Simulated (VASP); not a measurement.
The system is MgO.

```
Mg O
1.0
     0.00000    2.10550    2.10550
     2.10550    0.00000    2.10550
     2.10550    2.10550    0.00000
Mg O
1 1
Cartesian
  0.0000 0.0000 0.0000
  2.1055 2.1055 2.1055
```

The cell was built by a generator and isn't the measured one.

Base run:

| Item | Value |
| --- | --- |
| Program | VASP 6.6.1 |
| Functional | HSE06 |
| Potentials or basis | VASP PAW PBE potentials, release 64 (Mg, O) |
| Cutoff | 520 eV |
| k mesh | 8 × 8 × 8 |
| Occupations | fermi-dirac, width 0.05 eV |
| Spin | no spin polarisation |

Its results: band gap on the k mesh 6.47 eV, direct.

Problem. After a change of settings the same cell gave: band gap on the k mesh 6.77 eV, direct. Which change was it?
A. functional from HSE06 to r2SCAN
B. functional from HSE06 to TB-mBJ
C. functional from HSE06 to PBE0

Solution. B.
